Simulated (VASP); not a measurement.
Here is the system:

```xyz
4
Lattice="3.4752 0.0000 0.0000 0.0000 3.4752 0.0000 0.0000 0.0000 6.0661" Properties=species:S:1:pos:R:3 pbc="T T T"
Pt     1.7376     0.0000     3.0330
Pt     0.0000     1.7376     0.0000
S      0.0000     0.0000     4.5496
S      0.0000     0.0000     1.5165
```

Method: PBEsol GGA with spin-orbit coupling, VASP's PBE PAW potentials (set 64) (plane waves; VASP). Numerical set-up: 400 eV cut-off, 6×6×4 Γ-centred mesh, Gaussian smearing of 0.050 eV, potentials Pt S.

Task: What does the run give for the energy per atom (σ→0), band gap (over mesh and band path) with the smallest direct gap where there is one?

Result: 
- band gap (over mesh and band path): 0.38 eV
- smallest direct gap (over mesh and band path): 0.38 eV
- energy per atom (σ→0): -6.287 eV/atom

The absolute energy has meaning only against runs of the same code, potentials and settings.

The structure comes from a computed database's PtS entry (P4_2/mmc), a phase known from measurement. It was relaxed first.
